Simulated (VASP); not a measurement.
Given:

```
MgO
1.0
    2.61639     0.00000     0.00000
    0.00000     2.61639     0.00000
    0.00000     0.00000     2.61639
Mg O
1 1
Direct
  0.00000   0.00000   0.00000
  0.50000   0.50000   0.50000
```

All values below come from r2SCAN meta-GGA, VASP's PBE PAW potentials (set 64) (plane waves; VASP 6.6.1). Settings: 520 eV cut-off, 11×11×11 Γ-centred mesh, tetrahedra with Blöchl corrections, potentials Mg O.

Problem. Give the energies of bands 2 to 7 at the high-symmetry points, in eV from the valence-band maximum.

Solution. 
```csv
band,Γ,X,M,R
2,-1.07,-6.66,-4.89,-3.83
3,-1.07,-0.60,-4.89,-3.83
4,-1.07,-0.60,0.00,-3.83
5,3.53,8.08,5.91,8.45
6,11.48,10.73,13.55,8.45
7,11.48,15.85,13.55,8.45
```

The gap is indirect, 3.53 eV, from the valence maximum at M to the conduction minimum at Γ.

The structure was generated: MgO was put into the CsCl type (Pm-3m), which need not be its known phase. It was relaxed first.
